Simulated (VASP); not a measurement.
BaTiO3:

```
Ba Ti O
1.0
     4.00600    0.00000    0.00000
     0.00000    4.00600    0.00000
     0.00000    0.00000    4.00600
Ba Ti O
1 1 3
Direct
  0.50000 0.50000 0.50000
  0.00000 0.00000 0.00000
  0.50000 0.00000 0.00000
  0.00000 0.50000 0.00000
  0.00000 0.00000 0.50000
```

```yaml
Program: VASP 6.6.1
Task: relaxation of cell and atoms
Functional: LDA
Potentials_or_basis: VASP PAW LDA potentials, release 64 (Ba_sv, Ti_sv, O)
Cutoff: 600 eV
k_mesh: 8 × 8 × 8
Occupations: gaussian, width 0.03 eV
Spin: no spin polarisation
```

At the start: pressure -7.5 GPa; volume 12.86 Å³/atom.

Q: How do energy, volume and symmetry change on relaxing?

A: Over 3 steps the energy falls by 12.9 meV/atom and the volume is 12.33 Å³/atom (-4.1 %); space group Pm-3m (No. 221, to 0.05 Å).

Step by step:
```tsv
step	energy change (eV)	largest force (eV/Å)	pressure (GPa)	volume (Å³)
1	0.0000	0.0000	-7.46	64.29
2	0.0152	0.0000	9.75	58.88
3	-0.0647	0.0000	-0.07	61.64
```

Final structure:
```cif
data_structure
_symmetry_space_group_name_H-M 'P 1'
_symmetry_Int_Tables_number 1
_cell_length_a 3.9502
_cell_length_b 3.9502
_cell_length_c 3.9502
_cell_angle_alpha 90.000
_cell_angle_beta 90.000
_cell_angle_gamma 90.000
_cell_volume 61.64
loop_
_atom_site_label
_atom_site_type_symbol
_atom_site_fract_x
_atom_site_fract_y
_atom_site_fract_z
_atom_site_occupancy
Ba1 Ba 0.50000 0.50000 0.50000 1
Ti1 Ti 0.00000 0.00000 0.00000 1
O1 O 0.50000 0.00000 0.00000 1
O2 O 0.00000 0.50000 0.00000 1
O3 O 0.00000 0.00000 0.50000 1
```
